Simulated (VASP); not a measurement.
Consider the following.

```
AlAs
1.0
    0.00000     2.84823     2.84823
    2.84823     0.00000     2.84823
    2.84823     2.84823     0.00000
Al As
1 1
Direct
  0.00000   0.00000   0.00000
  0.25000   0.25000   0.25000
```

These are vdW-DF-cx, VASP's PBE PAW potentials (set 64) (plane waves; VASP 6.6.1) values and carry that method's errors. Numerical set-up: 520 eV cut-off, Gaussian smearing of 0.050 eV, potentials Al As.

Question: What does the run give for the band gap (along the path) with the smallest direct gap where there is one?

Answer: 
```
Property                                Value
------------------------------------  -------
band gap (along the path)             1.41 eV
smallest direct gap (along the path)  1.92 eV
```

The absolute energy has meaning only against runs of the same code, potentials and settings.

The compound is AlAs in the zinc blende structure. It was relaxed first.
